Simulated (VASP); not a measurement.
Input:

```
PdSm
1.0
    1.90156    -5.34661     0.00000
    1.90156     5.34661     0.00000
    0.00000     0.00000     4.61001
Sm Pd
2 2
Direct
  0.13667   0.86333   0.75000
  0.86333   0.13667   0.25000
  0.41433   0.58567   0.75000
  0.58567   0.41433   0.25000
```

All values below come from PBEsol GGA, VASP's PBE PAW potentials (set 64) (plane waves; VASP). Run with 300 eV cut-off, 5×5×4 Γ-centred mesh, Fermi-Dirac smearing of 0.10 eV, potentials Sm Pd.

At this cut-off the stress carries a Pulay error, which pulls relaxed volumes low. The run has a spin-polarised start.

Q: Which forces act on the atoms, in eV/Å?

A: 
```csv
atom,Fx,Fy,Fz
Sm1,0.000,-0.044,0.000
Sm2,0.000,0.044,0.000
Pd3,0.000,-0.191,0.000
Pd4,0.000,0.191,0.000
```

Q: Give the stress tensor in GPa (positive for a compressed cell).

A: 
```
-0.56   0.00   0.00
 0.00  -0.49   0.00
 0.00   0.00  -2.80
```
The pressure is its mean diagonal, -1.29 GPa.

The structure comes from a computed database's SmPd entry (Cmcm); how it stands against other phases isn't given here. The cell was not relaxed at this level. The k-mesh is coarse (spacing up to 0.35 per Å, 2π included), so the numbers may not be converged in it. VASP warned that the highest band is occupied, so more bands are needed.
